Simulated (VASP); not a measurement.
These are LDA (Ceperley-Alder, Perdew-Zunger), VASP's LDA PAW potentials (set 64) (plane waves; VASP) values and carry that method's errors.

A VASP calculation is set up with these files.

**INCAR**
```
SYSTEM=PtSe2
PREC=Accurate; ENCUT=400; LREAL=F
LASPH=T
EDIFF=1E-6; NELM=100; ALGO=Normal
LMAXMIX=6
ISMEAR=1; SIGMA=0.1
IBRION=2; NSW=60; ISIF=3
EDIFFG=-0.02
LWAVE=F; LCHARG=F
```

File POSCAR:
```
PtSe2
1.0
  3.7457834765   0.0000000000   0.0000000000
 -1.8728917382   3.2439437557   0.0000000000
  0.0000000000   0.0000000000   4.8085806746
Pt Se
1 2
Cart
  0.0000000000   0.0000000000   0.0000000000
  1.8728936112   1.0813135039   3.5540553280
 -0.0000018729   2.1626302518   1.2545253466
```

### KPOINTS
```
Automatic mesh
0
Gamma
9 9 6
0 0 0
```

POTCAR, in this order: Pt Se (LDA.64 set). Program: vasp_std.

Output

**OUTCAR**
```
 ion  position               nearest neighbor table
   1  0.000  0.000  0.000-   2 2.50   3 2.50   2 2.50   3 2.50   2 2.50   3 2.50
   2  0.667  0.333  0.739-   1 2.50   1 2.50   1 2.50
   3  0.333  0.667  0.261-   1 2.50   1 2.50   1 2.50
  LATTYP: Found a hexagonal cell.
 ALAT       =     3.7457834765
 C/A-ratio  =     1.2837316158
 Subroutine PRICEL returns:
 Original cell was already a primitive cell.
 Subroutine GETGRP returns: Found 12 space group operations
The static configuration has the point symmetry D_3d.
The dynamic configuration has the point symmetry D_3d.
 Subroutine INISYM returns: Found 12 space group operations
 Subroutine IBZKPT returns following result:
 Found     62 irreducible k-points:

 Following reciprocal coordinates:
            Coordinates               Weight
  0.000000  0.000000  0.000000      1.000000
  0.111111  0.000000  0.000000      6.000000
  0.222222 -0.000000  0.000000      6.000000
  0.333333  0.000000  0.000000      6.000000
  0.444444 -0.000000  0.000000      6.000000
  0.111111  0.111111  0.000000      6.000000
  0.222222  0.111111  0.000000     12.000000
  0.333333  0.111111  0.000000     12.000000
  0.444444  0.111111  0.000000      6.000000
  0.222222  0.222222  0.000000      6.000000
  0.333333  0.222222  0.000000     12.000000
  0.333333  0.333333  0.000000      2.000000
  0.000000  0.000000  0.166667      2.000000
  0.111111  0.000000  0.166667      6.000000
  0.000000  0.111111  0.166667      6.000000
  0.222222 -0.000000  0.166667      6.000000
  0.000000  0.222222  0.166667      6.000000
  0.333333  0.000000  0.166667      6.000000
  0.000000  0.333333  0.166667      6.000000
  0.444444 -0.000000  0.166667      6.000000
  0.000000  0.444444  0.166667      6.000000
  0.111111  0.111111  0.166667     12.000000
  0.222222  0.111111  0.166667     12.000000
 -0.111111  0.333333  0.166667     12.000000
  0.333333  0.111111  0.166667     12.000000
 -0.111111  0.444444  0.166667     12.000000
  0.444444  0.111111  0.166667     12.000000
  0.222222  0.222222  0.166667     12.000000
  0.333333  0.222222  0.166667     12.000000
 -0.222222 -0.444444  0.166667     12.000000
  0.333333  0.333333  0.166667      4.000000
  0.000000  0.000000  0.333333      2.000000
  0.111111  0.000000  0.333333      6.000000
  0.000000  0.111111  0.333333      6.000000
  0.222222 -0.000000  0.333333      6.000000
  0.000000  0.222222  0.333333      6.000000
  0.333333  0.000000  0.333333      6.000000
  0.000000  0.333333  0.333333      6.000000
  0.444444 -0.000000  0.333333      6.000000
  0.000000  0.444444  0.333333      6.000000
   k-points           NKPTS =     62   k-points in BZ     NKDIM =     62   number of bands    NBANDS=     15
   number of dos      NEDOS =    301   number of ions     NIONS =      3
   total plane-waves  NPLWV =  18432
   dimension x,y,z NGX =    24 NGY =   24 NGZ =   32
   dimension x,y,z NGXF=    48 NGYF=   48 NGZF=   64
   ions per type =               1   2
   PREC   = accura    normal or accurate (medium, high low for compatibility)
   ISTART =      0    job   : 0-new  1-cont  2-samecut
   ICHARG =      2    charge: 1-file 2-atom 10-const
   ISPIN  =      1    spin polarized calculation?
   LNONCOLLINEAR =      F non collinear calculations
   LSORBIT =      F    spin-orbit coupling
   INIWAV =      1    electr: 0-lowe 1-rand  2-diag
   ENCUT  =  400.0 eV  29.40 Ry    5.42 a.u.   6.11  6.11  7.84*2*pi/ulx,y,z
   NELM   =    100;   NELMIN=  2; NELMDL= -5     # of ELM steps
   EDIFF  = 0.1E-05   stopping-criterion for ELM
   LREAL  =      F    real-space projection
...
```

File OSZICAR:
```
       N       E                     dE             d eps       ncg     rms          rms(c)
DAV:   1     0.934940087294E+02    0.93494E+02   -0.88874E+03  1956   0.104E+03
DAV:   2    -0.140034462255E+02   -0.10750E+03   -0.10536E+03  2371   0.216E+02
DAV:   3    -0.178733160507E+02   -0.38699E+01   -0.38513E+01  2280   0.437E+01
DAV:   4    -0.179010459892E+02   -0.27730E-01   -0.27723E-01  2294   0.397E+00
DAV:   5    -0.179013382612E+02   -0.29227E-03   -0.29227E-03  2295   0.387E-01    0.134E+01
DAV:   6    -0.173190983483E+02    0.58224E+00   -0.49179E+00  1881   0.216E+01    0.807E+00
DAV:   7    -0.171219643140E+02    0.19713E+00   -0.92855E-01  1895   0.104E+01    0.395E+00
DAV:   8    -0.170906519116E+02    0.31312E-01   -0.67862E-02  2028   0.199E+00    0.840E-01
DAV:   9    -0.170871975369E+02    0.34544E-02   -0.87039E-03  2105   0.959E-01    0.202E-01
DAV:  10    -0.170872157522E+02   -0.18215E-04   -0.11337E-03  2105   0.272E-01    0.439E-02
DAV:  11    -0.170872077440E+02    0.80082E-05   -0.80526E-05  2175   0.943E-02    0.208E-02
DAV:  12    -0.170872056508E+02    0.20932E-05   -0.90311E-06  2049   0.292E-02    0.307E-03
DAV:  13    -0.170872055948E+02    0.56028E-07   -0.67722E-07  1056   0.661E-03
   1 F= -.17087206E+02 E0= -.17087123E+02  d E =-.170872E+02
       N       E                     dE             d eps       ncg     rms          rms(c)
DAV:   1    -0.170883243846E+02   -0.11187E-02   -0.74065E-02  1860   0.172E+00    0.175E-01
DAV:   2    -0.170883569494E+02   -0.32565E-04   -0.49787E-03  2322   0.590E-01    0.129E-01
DAV:   3    -0.170882628634E+02    0.94086E-04   -0.38262E-04  1979   0.204E-01    0.667E-02
DAV:   4    -0.170882468270E+02    0.16036E-04   -0.62155E-05  2077   0.478E-02    0.205E-02
DAV:   5    -0.170882456375E+02    0.11894E-05   -0.45885E-06  2039   0.218E-02    0.722E-03
DAV:   6    -0.170882454652E+02    0.17232E-06   -0.98622E-07  1014   0.899E-03
   2 F= -.17088245E+02 E0= -.17088213E+02  d E =-.103987E-02
       N       E                     dE             d eps       ncg     rms          rms(c)
DAV:   1    -0.170882810151E+02   -0.35378E-04   -0.31975E-03  1860   0.357E-01    0.365E-02
DAV:   2    -0.170882824916E+02   -0.14765E-05   -0.21691E-04  2357   0.123E-01    0.267E-02
DAV:   3    -0.170882784110E+02    0.40805E-05   -0.16668E-05  1979   0.426E-02    0.137E-02
DAV:   4    -0.170882777288E+02    0.68220E-06   -0.25632E-06  1406   0.987E-03
   3 F= -.17088278E+02 E0= -.17088257E+02  d E =-.107213E-02
       N       E                     dE             d eps       ncg     rms          rms(c)
DAV:   1    -0.170900797742E+02   -0.18014E-02   -0.39220E-02  1860   0.162E+00    0.217E-01
DAV:   2    -0.170891924886E+02    0.88729E-03   -0.58990E-03  1972   0.813E-01    0.120E-01
DAV:   3    -0.170889751072E+02    0.21738E-03   -0.51266E-04  2105   0.244E-01    0.419E-02
DAV:   4    -0.170889334136E+02    0.41694E-04   -0.27010E-04  1951   0.958E-02    0.178E-02
DAV:   5    -0.170889332230E+02    0.19061E-06   -0.69359E-06  2035   0.234E-02
   4 F= -.17088933E+02 E0= -.17088947E+02  d E =-.655494E-03
       N       E                     dE             d eps       ncg     rms          rms(c)
DAV:   1    -0.170908564309E+02   -0.19230E-02   -0.51818E-02  1860   0.186E+00    0.248E-01
DAV:   2    -0.170896821519E+02    0.11743E-02   -0.76855E-03  1972   0.928E-01    0.136E-01
DAV:   3    -0.170894058722E+02    0.27628E-03   -0.65022E-04  2119   0.274E-01    0.481E-02
DAV:   4    -0.170893519750E+02    0.53897E-04   -0.35160E-04  1958   0.109E-01    0.205E-02
DAV:   5    -0.170893517541E+02    0.22095E-06   -0.89855E-06  2056   0.266E-02
   5 F= -.17089352E+02 E0= -.17089407E+02  d E =-.107403E-02
       N       E                     dE             d eps       ncg     rms          rms(c)
DAV:   1    -0.170950279752E+02   -0.56760E-02   -0.20733E-01  1860   0.372E+00    0.493E-01
DAV:   2    -0.170903131102E+02    0.47149E-02   -0.29916E-02  1979   0.183E+00    0.258E-01
DAV:   3    -0.170892889378E+02    0.10242E-02   -0.23833E-03  2112   0.523E-01    0.944E-02
DAV:   4    -0.170890795312E+02    0.20941E-03   -0.13599E-03  1979   0.215E-01    0.405E-02
DAV:   5    -0.170890785909E+02    0.94031E-06   -0.34046E-05  2042   0.518E-02    0.289E-02
DAV:   6    -0.170890802606E+02   -0.16697E-05   -0.91904E-06  2203   0.262E-02    0.304E-03
DAV:   7    -0.170890802408E+02    0.19856E-07   -0.49924E-07   986   0.711E-03
   6 F= -.17089080E+02 E0= -.17089216E+02  d E =-.802512E-03
       N       E                     dE             d eps       ncg     rms          rms(c)
DAV:   1    -0.170923916935E+02   -0.33114E-02   -0.10248E-01  1860   0.262E+00    0.349E-01
DAV:   2    -0.170900772177E+02    0.23145E-02   -0.15096E-02  1986   0.131E+00    0.194E-01
DAV:   3    -0.170895359298E+02    0.54129E-03   -0.12654E-03  2112   0.382E-01    0.710E-02
DAV:   4    -0.170894279050E+02    0.10802E-03   -0.71018E-04  1965   0.155E-01    0.289E-02
DAV:   5    -0.170894272145E+02    0.69056E-06   -0.20044E-05  1986   0.391E-02    0.209E-02
DAV:   6    -0.170894278453E+02   -0.63082E-06   -0.52320E-06  2140   0.203E-02
   7 F= -.17089428E+02 E0= -.17089507E+02  d E =-.115012E-02
       N       E                     dE             d eps       ncg     rms          rms(c)
DAV:   1    -0.170897013329E+02   -0.27412E-03   -0.74302E-03  1881   0.628E-01    0.710E-02
DAV:   2    -0.170895968600E+02    0.10447E-03   -0.62466E-04  1923   0.252E-01    0.379E-02
DAV:   3    -0.170895730160E+02    0.23844E-04   -0.53485E-05  2168   0.786E-02    0.154E-02
DAV:   4    -0.170895663817E+02    0.66342E-05   -0.33382E-05  2000   0.367E-02    0.629E-03
DAV:   5    -0.170895662914E+02    0.90353E-07   -0.20223E-06  1488   0.111E-02
   8 F= -.17089566E+02 E0= -.17089648E+02  d E =-.138446E-03
       N       E                     dE             d eps       ncg     rms          rms(c)
DAV:   1    -0.170910791780E+02   -0.15128E-02   -0.66850E-02  1867   0.188E+00    0.212E-01
DAV:   2    -0.170901414934E+02    0.93768E-03   -0.56029E-03  1951   0.752E-01    0.112E-01
DAV:   3    -0.170899304011E+02    0.21109E-03   -0.47583E-04  2161   0.233E-01    0.456E-02
DAV:   4    -0.170898715292E+02    0.58872E-04   -0.29644E-04  2014   0.110E-01    0.188E-02
DAV:   5    -0.170898707974E+02    0.73179E-06   -0.18031E-05  1986   0.326E-02    0.995E-03
DAV:   6    -0.170898704419E+02    0.35556E-06   -0.20639E-06  1404   0.149E-02
   9 F= -.17089870E+02 E0= -.17089958E+02  d E =-.442597E-03
       N       E                     dE             d eps       ncg     rms          rms(c)
DAV:   1    -0.170948146870E+02   -0.49439E-02   -0.26894E-01  1860   0.378E+00    0.422E-01
DAV:   2    -0.170910385709E+02    0.37761E-02   -0.22383E-02  1937   0.150E+00    0.221E-01
DAV:   3    -0.170902073872E+02    0.83118E-03   -0.18727E-03  2161   0.460E-01    0.907E-02
DAV:   4    -0.170899735028E+02    0.23388E-03   -0.11690E-03  1986   0.218E-01    0.371E-02
DAV:   5    -0.170899705717E+02    0.29311E-05   -0.70172E-05  2000   0.640E-02    0.196E-02
DAV:   6    -0.170899693091E+02    0.12626E-05   -0.79177E-06  2252   0.283E-02    0.734E-03
DAV:   7    -0.170899692989E+02    0.10161E-07   -0.75595E-07   993   0.802E-03
  10 F= -.17089969E+02 E0= -.17090065E+02  d E =-.541454E-03
```

File OUTCAR:
```
------------------------ aborting loop because EDIFF is reached ----------------------------------------
  FORCE on cell =-STRESS in cart. coord.  units (eV):
  Direction    XX          YY          ZZ          XY          YZ          ZX
  --------------------------------------------------------------------------------------
  Total       -0.0051753     -0.0051753      0.0432450     -0.0000000      0.0000000      0.0000000
  in kB       -0.1436395     -0.1436395      1.2002669     -0.0000000      0.0000000      0.0000000
  external PRESSURE =       0.3043293 kB  Pullay stress =       0.0000000 kB
  volume of cell :       57.73
      direct lattice vectors                 reciprocal lattice vectors
     3.744984836 -0.000000000 -0.000000000     0.267023778  0.154166245 -0.000000000
    -1.872492418  3.243252113 -0.000000000     0.000000000  0.308332490 -0.000000000
     0.000000000  0.000000000  4.752676255     0.000000000  0.000000000  0.210407767
 POSITION                                       TOTAL-FORCE (eV/Angst)
 -----------------------------------------------------------------------------------
     -1.87249      3.24325     -0.00000        -0.000000     -0.000000      0.000000
      1.87249      1.08108      3.49023         0.000000     -0.000000      0.000820
     -0.00000      2.16217      1.26244        -0.000000      0.000000     -0.000820
 -----------------------------------------------------------------------------------
    total drift:                                0.000000      0.000000      0.000000
  FREE ENERGIE OF THE ION-ELECTRON SYSTEM (eV)
  ---------------------------------------------------
  free  energy   TOTEN  =       -17.0899692989 eV

  energy  without entropy=      -17.0902564945  energy(sigma->0) =      -17.09006503

 reached required accuracy - stopping structural energy minimisation
```
(Selected blocks of OUTCAR.)

CONTCAR:
```
PtSe2
   1.00000000000000
     3.7449848361252509   -0.0000000000000141   -0.0000000000000000
    -1.8724924180126481    3.2432521127714793   -0.0000000000000000
     0.0000000000000000    0.0000000000000000    4.7526762549018837
  Pt              Se
     1     2
Direct
     0.0000000000000000    1.0000000000000000    0.0000000000000000
     0.6666669999999968    0.3333330000000032    0.7343720266102924
     0.3333330000000032    0.6666669999999968    0.2656279733897075
```

The structure comes from a computed database's PtSe2 entry (P-3m1); how it stands against other phases isn't given here. This run relaxes it. Symmetry was kept, so distortions that lower it aren't found. The start is the result of an earlier pass.
